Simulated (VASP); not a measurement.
These are AM05 GGA, VASP's PBE PAW potentials (set 64) (plane waves; VASP) values and carry that method's errors.

The input files of a VASP run:

**POSCAR**
```
BN
1
    1.2653116323    -2.1915844280     0.0000000000
    1.2653116323     2.1915844280     0.0000000000
    0.0000000000     0.0000000000     7.8289305056
B N
2 2
Direct
  0.3333330000   0.6666670000   0.2500000000
  0.6666670000   0.3333330000   0.7500000000
  0.6666670000   0.3333330000   0.2500000000
  0.3333330000   0.6666670000   0.7500000000
```

**INCAR**
```
# general
SYSTEM=BN
PREC  =Accurate
ENCUT =520
LREAL =.FALSE.
LASPH =.TRUE.

# electronic loop
EDIFF =1E-7
NELM  =100
ALGO  =Normal

# smearing
ISMEAR=0
SIGMA =0.05

# functional
GGA   =AM

# ions
IBRION=2
NSW   =30
ISIF  =4
EDIFFG=-0.01

# output
LWAVE =.FALSE.
LCHARG=.FALSE.
```

KPOINTS:
```
Automatic mesh
0
Gamma
10 10 3
0 0 0
```

POTCAR, in this order: B N (PBE.64 set). Program: vasp_std.

What VASP printed:

File OSZICAR:
```
       N       E                     dE             d eps       ncg     rms          rms(c)
DAV:   1     0.708877926602E+02    0.70888E+02   -0.79963E+03   672   0.119E+03
DAV:   2    -0.339350596010E+02   -0.10482E+03   -0.94277E+02   932   0.260E+02
DAV:   3    -0.393657244407E+02   -0.54307E+01   -0.53936E+01   856   0.647E+01
DAV:   4    -0.394331191903E+02   -0.67395E-01   -0.67335E-01   848   0.797E+00
DAV:   5    -0.394343562186E+02   -0.12370E-02   -0.12369E-02   856   0.105E+00    0.108E+01
DAV:   6    -0.364845385393E+02    0.29498E+01   -0.74550E+00   784   0.219E+01    0.500E+00
DAV:   7    -0.361997813798E+02    0.28476E+00   -0.42304E-01   860   0.557E+00    0.307E+00
DAV:   8    -0.361075932755E+02    0.92188E-01   -0.31409E-01   852   0.418E+00    0.449E-01
DAV:   9    -0.361056517088E+02    0.19416E-02   -0.13410E-02   816   0.101E+00    0.173E-01
DAV:  10    -0.361079744457E+02   -0.23227E-02   -0.22321E-03   768   0.385E-01    0.443E-02
DAV:  11    -0.361083257271E+02   -0.35128E-03   -0.34920E-04   820   0.160E-01    0.254E-02
DAV:  12    -0.361083357134E+02   -0.99863E-05   -0.65155E-05   784   0.685E-02    0.410E-03
DAV:  13    -0.361083364543E+02   -0.74086E-06   -0.27716E-06   864   0.148E-02    0.240E-03
DAV:  14    -0.361083367781E+02   -0.32381E-06   -0.58153E-07   804   0.662E-03    0.723E-04
DAV:  15    -0.361083367702E+02    0.79090E-08   -0.99653E-09   644   0.973E-04
   1 F= -.36108337E+02 E0= -.36108337E+02  d E =-.361083E+02
       N       E                     dE             d eps       ncg     rms          rms(c)
DAV:   1    -0.362046767463E+02   -0.96340E-01   -0.32081E+00   676   0.159E+01    0.112E+00
DAV:   2    -0.361556337884E+02    0.49043E-01   -0.51364E-02   776   0.200E+00    0.631E-01
DAV:   3    -0.361327561726E+02    0.22878E-01   -0.48442E-02   832   0.165E+00    0.164E-01
DAV:   4    -0.361327955958E+02   -0.39423E-04   -0.38055E-03   824   0.569E-01    0.794E-02
DAV:   5    -0.361326008830E+02    0.19471E-03   -0.19081E-03   832   0.360E-01    0.632E-02
DAV:   6    -0.361326256007E+02   -0.24718E-04   -0.36585E-04   812   0.176E-01    0.673E-03
DAV:   7    -0.361326324936E+02   -0.68929E-05   -0.15304E-05   844   0.374E-02    0.881E-03
DAV:   8    -0.361326328941E+02   -0.40047E-06   -0.16666E-06   816   0.108E-02    0.458E-03
DAV:   9    -0.361326328025E+02    0.91638E-07   -0.18598E-06   776   0.106E-02    0.303E-04
DAV:  10    -0.361326328071E+02   -0.45891E-08   -0.47327E-08   616   0.219E-03
   2 F= -.36132633E+02 E0= -.36132633E+02  d E =-.242960E-01
       N       E                     dE             d eps       ncg     rms          rms(c)
DAV:   1    -0.361328030232E+02   -0.17022E-03   -0.58716E-03   692   0.686E-01    0.482E-02
DAV:   2    -0.361327144847E+02    0.88538E-04   -0.94898E-05   800   0.850E-02    0.271E-02
DAV:   3    -0.361326736726E+02    0.40812E-04   -0.82805E-05   840   0.683E-02    0.668E-03
DAV:   4    -0.361326735088E+02    0.16376E-06   -0.48921E-06   820   0.208E-02    0.250E-03
DAV:   5    -0.361326734607E+02    0.48117E-07   -0.24087E-06   848   0.128E-02    0.264E-03
DAV:   6    -0.361326734302E+02    0.30501E-07   -0.53465E-07   824   0.669E-03
   3 F= -.36132673E+02 E0= -.36132673E+02  d E =-.243367E-01
```

**OUTCAR**
```
------------------------ aborting loop because EDIFF is reached ----------------------------------------
  FORCE on cell =-STRESS in cart. coord.  units (eV):
  Direction    XX          YY          ZZ          XY          YZ          ZX
  --------------------------------------------------------------------------------------
  Total        0.0408746      0.0408746      0.0390663      0.0000000      0.0000000      0.0000000
  in kB        1.5082577      1.5082582      1.4415347      0.0000000      0.0000000      0.0000000
  external PRESSURE =       1.4860169 kB  Pullay stress =       0.0000000 kB
  volume of cell :       43.42
      direct lattice vectors                 reciprocal lattice vectors
     1.252675852 -2.169698587  0.000000000     0.399145557 -0.230446756 -0.000000000
     1.252675852  2.169698587  0.000000000     0.399145557  0.230446756 -0.000000000
     0.000000000  0.000000000  7.987668505     0.000000000  0.000000000  0.125192977
  FREE ENERGIE OF THE ION-ELECTRON SYSTEM (eV)
  ---------------------------------------------------
  free  energy   TOTEN  =       -36.1326734302 eV

  energy  without entropy=      -36.1326734302  energy(sigma->0) =      -36.13267343

 reached required accuracy - stopping structural energy minimisation
```
(Selected blocks of OUTCAR.)

File CONTCAR:
```
BN
   1.00000000000000
     1.2526758517611767   -2.1696985869826091    0.0000000000000000
     1.2526758517611767    2.1696985869826091    0.0000000000000000
     0.0000000000000000    0.0000000000000000    7.9876685048864751
  B               N
     2     2
Direct
     0.3333330000000032    0.6666669999999968    0.2500000000000000
     0.6666669999999968    0.3333330000000032    0.7500000000000000
     0.6666669999999968    0.3333330000000032    0.2500000000000000
     0.3333330000000032    0.6666669999999968    0.7500000000000000
```

Without a dispersion term in the relaxation, distances and binding between the weakly bound layers, chains or molecules are unreliable, and so is what depends on them.

The compound is BN in the hex structure. This cell is one point of a volume scan, at 1.03 of the reference volume. Symmetry was kept, so distortions that lower it aren't found.
